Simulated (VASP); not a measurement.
Calculation: PBE GGA, VASP's PBE PAW potentials (set 64) (plane waves; VASP 6.6.1).

The input files of a VASP run:

File KPOINTS:
```
Automatic mesh
0
Gamma
5 5 1
0 0 0
```

INCAR:
```
ALGO=Normal
DIPOL=0.5 0.5 0.5
EDIFF=1E-6
ENCUT=400
GGA=PE
IDIPOL=3
ISMEAR=1
LASPH=.True.
LCHARG=.False.
LDIPOL=.True.
LORBIT=11
LREAL=.False.
LVHAR=.True.
LWAVE=.False.
NELM=100
NELMIN=4
PREC=Normal
SIGMA=0.1
SYSTEM=Al16Cl
```

**POSCAR**
```
Al16Cl
1
    5.7074358814     0.0000000000     0.0000000000
    0.0000000000     5.7074358814     0.0000000000
    0.0000000000     0.0000000000    20.0044478447
Al Cl
16 1
Direct
  0.2500000000   0.2500000000   0.3394975442
  0.7500000000   0.2500000000   0.3426071323
  0.2500000000   0.7500000000   0.3426071323
  0.7500000000   0.7500000000   0.3444070822
  0.0030068077   0.0030068077   0.4455453705
  0.4969931923   0.0030068077   0.4455453705
  0.0030068077   0.4969931923   0.4455453705
  0.4969931923   0.4969931923   0.4455453705
  0.2500000000   0.2500000000   0.5556067145
  0.7500000000   0.2500000000   0.5521813413
  0.2500000000   0.7500000000   0.5521813413
  0.7500000000   0.7500000000   0.5452510601
  0.9881552583   0.9881552583   0.6540774543
  0.5118447417   0.9881552583   0.6540774543
  0.9881552583   0.5118447417   0.6540774543
  0.5118447417   0.5118447417   0.6540774543
  0.2500000000   0.2500000000   0.7451273526
```

POTCAR, in this order: Al Cl (PBE.64 set). Program: vasp_std. Read from the step before: WAVECAR.

Output

**OUTCAR**
```
 ion  position               nearest neighbor table
   1  0.250  0.250  0.339-   2 2.85   3 2.85   3 2.85   2 2.85   7 2.91   8 2.91   5 2.91   6 2.91
  LATTYP: Found a simple tetragonal cell.
 ALAT       =     5.7074358814
 C/A-ratio  =     3.5049798649
 Subroutine PRICEL returns:
 Original cell was already a primitive cell.
 Subroutine GETGRP returns: Found  8 space group operations
The static configuration has the point symmetry C_1h.
 The point group associated with its full space group is C_4v.
The dynamic configuration has the point symmetry C_1h.
 Subroutine INISYM returns: Found  8 space group operations
 Subroutine IBZKPT returns following result:
 Found      6 irreducible k-points:

 Following reciprocal coordinates:
            Coordinates               Weight
  0.000000  0.000000  0.000000      1.000000
  0.200000  0.000000  0.000000      4.000000
  0.400000  0.000000  0.000000      4.000000
  0.200000  0.200000  0.000000      4.000000
  0.400000  0.200000  0.000000      8.000000
  0.400000  0.400000  0.000000      4.000000
   k-points           NKPTS =      6   k-points in BZ     NKDIM =      6   number of bands    NBANDS=     36
   number of dos      NEDOS =    301   number of ions     NIONS =     17
   total plane-waves  NPLWV =  76832
   dimension x,y,z NGX =    28 NGY =   28 NGZ =   98
   dimension x,y,z NGXF=    56 NGYF=   56 NGZF=  196
   ions per type =              16   1
   PREC   = normal    normal or accurate (medium, high low for compatibility)
   ISTART =      1    job   : 0-new  1-cont  2-samecut
   ICHARG =      0    charge: 1-file 2-atom 10-const
   ISPIN  =      1    spin polarized calculation?
   LNONCOLLINEAR =      F non collinear calculations
   LSORBIT =      F    spin-orbit coupling
   INIWAV =      1    electr: 0-lowe 1-rand  2-diag
   ENCUT  =  400.0 eV  29.40 Ry    5.42 a.u.   9.31  9.31 32.62*2*pi/ulx,y,z
   NELM   =    100;   NELMIN=  4; NELMDL=  0     # of ELM steps
   EDIFF  = 0.1E-05   stopping-criterion for ELM
   LREAL  =      F    real-space projection
...
```

OSZICAR:
```
       N       E                     dE             d eps       ncg     rms          rms(c)
DAV:   1    -0.593926753763E+02   -0.59393E+02   -0.75503E-06   504   0.140E-02    0.349E-03
DAV:   2    -0.593926827436E+02   -0.73672E-05   -0.42839E-05   392   0.318E-02    0.682E-03
DAV:   3    -0.593926741565E+02    0.85871E-05   -0.23725E-05   384   0.240E-02    0.125E-03
DAV:   4    -0.593926742572E+02   -0.10079E-06   -0.12816E-06   348   0.503E-03
   1 F= -.59392674E+02 E0= -.59394494E+02  d E =0.545797E-02
```

### OUTCAR
```
------------------------ aborting loop because EDIFF is reached ----------------------------------------
  FORCE on cell =-STRESS in cart. coord.  units (eV):
  Direction    XX          YY          ZZ          XY          YZ          ZX
  --------------------------------------------------------------------------------------
  Total       -7.8942809     -7.8942809     -0.1756774      0.0000000      0.0000000      0.0000000
  in kB      -19.4095072    -19.4095072     -0.4319343      0.0000000      0.0000000      0.0000000
  external PRESSURE =     -13.0836496 kB  Pullay stress =       0.0000000 kB
  volume of cell :      651.64
      direct lattice vectors                 reciprocal lattice vectors
     5.707435881  0.000000000  0.000000000     0.175210028  0.000000000  0.000000000
     0.000000000  5.707435881  0.000000000     0.000000000  0.175210028  0.000000000
     0.000000000  0.000000000 20.004447845     0.000000000  0.000000000  0.049988883
 POSITION                                       TOTAL-FORCE (eV/Angst)
 -----------------------------------------------------------------------------------
      1.42686      1.42686      6.79146         0.000000      0.000000      0.002592
      4.28058      1.42686      6.85367         0.000000      0.000000      0.004885
      1.42686      4.28058      6.85367        -0.000000      0.000000      0.004885
      4.28058      4.28058      6.88967         0.000000      0.000000      0.014625
      0.01716      0.01716      8.91289        -0.000212     -0.000212     -0.000915
      2.83656      0.01716      8.91289         0.000212     -0.000212     -0.000915
      0.01716      2.83656      8.91289        -0.000212      0.000212     -0.000915
      2.83656      2.83656      8.91289         0.000212      0.000212     -0.000915
      1.42686      1.42686     11.11461         0.000000      0.000000     -0.015543
      4.28058      1.42686     11.04608         0.000000      0.000000     -0.004290
      1.42686      4.28058     11.04608        -0.000000      0.000000     -0.004290
      4.28058      4.28058     10.90745         0.000000      0.000000      0.009355
      5.63983      5.63983     13.08446         0.001585      0.001585     -0.003818
      2.92132      5.63983     13.08446        -0.001585      0.001585     -0.003818
      5.63983      2.92132     13.08446         0.001585     -0.001585     -0.003818
      2.92132      2.92132     13.08446        -0.001585     -0.001585     -0.003818
      1.42686      1.42686     14.90586         0.000000     -0.000000      0.006713
 -----------------------------------------------------------------------------------
    total drift:                               -0.000000      0.000000     -0.001333
  FREE ENERGIE OF THE ION-ELECTRON SYSTEM (eV)
  ---------------------------------------------------
  free  energy   TOTEN  =       -59.3926742572 eV

  energy  without entropy=      -59.3981322244  energy(sigma->0) =      -59.39449358

 total charge

# of ion       s       p       d       tot
------------------------------------------
    1        0.468   0.292   0.000   0.760
    2        0.471   0.288   0.000   0.759
    3        0.471   0.288   0.000   0.759
    4        0.470   0.294   0.000   0.764
    5        0.429   0.332   0.000   0.760
    6        0.429   0.332   0.000   0.760
    7        0.429   0.332   0.000   0.760
    8        0.429   0.332   0.000   0.760
    9        0.423   0.328   0.000   0.751
   10        0.437   0.319   0.000   0.756
   11        0.437   0.319   0.000   0.756
   12        0.429   0.348   0.000   0.777
   13        0.464   0.289   0.000   0.753
   14        0.464   0.289   0.000   0.753
   15        0.464   0.289   0.000   0.753
   16        0.464   0.289   0.000   0.753
   17        1.616   3.451   0.000   5.067
--------------------------------------------------
tot          8.791   8.413   0.000  17.204
```
(Selected blocks of OUTCAR.)

The cell is a thin slab with vacuum, built from Al (fcc): (100) face, Cl adsorbed.
